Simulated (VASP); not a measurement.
VASP runs on VN (rock salt) share one base input (PBE GGA, plane waves, VASP's PBE PAW potentials (set 64)) and change the settings named in each case.

KPOINTS:
```
Automatic mesh
0
Gamma
13 13 13
0 0 0
```

**INCAR**
```
! general
SYSTEM =VN
PREC   =Accurate
ENCUT  =520
LREAL  =.False.
LASPH  =.True.

! electronic loop
EDIFF  =1E-6
NELM   =100
ALGO   =Normal
LMAXMIX=4

! smearing
ISMEAR =1
SIGMA  =0.1

! functional
GGA    =PE

! ions
ISIF   =2

! output
LWAVE  =.False.
LCHARG =.False.
```

**POSCAR**
```
VN
2.9859710
  0.0000000000   0.7071066665   0.7071066665
  0.7071066665   0.0000000000   0.7071066665
  0.7071066665   0.7071066665   0.0000000000
V N
1 1
direct
  0.0000000000   0.0000000000   0.0000000000
  0.5000000000   0.5000000000   0.5000000000
```

POTCAR, in this order: V_sv N (PBE.64 set). Program: vasp_std.

| change | pressure (GPa) | −TS (eV) | electronic steps |
|---|---|---|---|
| base run | -19.94 | 0.0011 | 14 |
| EDIFF = 1E-2 | -2.16 | 0.0012 | 9 |
| EDIFF = 1E-3 | -23.16 | 0.0011 | 11 |
| EDIFF = 1E-4 | -21.52 | 0.0011 | 12 |
| EDIFF = 1E-5 | -19.94 | 0.0011 | 14 |
| EDIFF = 1E-8 | -19.89 | 0.0011 | 16 |

Left out are runs that ran out of time, are held back, or changed the cell or the kind of run, fixed moments of cells without a moment, rows past the twelfth, gaps on odd meshes, pressures of charged cells and columns that move by less than the noise.

The compound is VN in the rock salt structure, which distorts at low temperature. The cell was not relaxed at this level. The run is not spin-polarised, so no magnetic state was tried. VASP warned that the highest band is occupied, so more bands are needed.
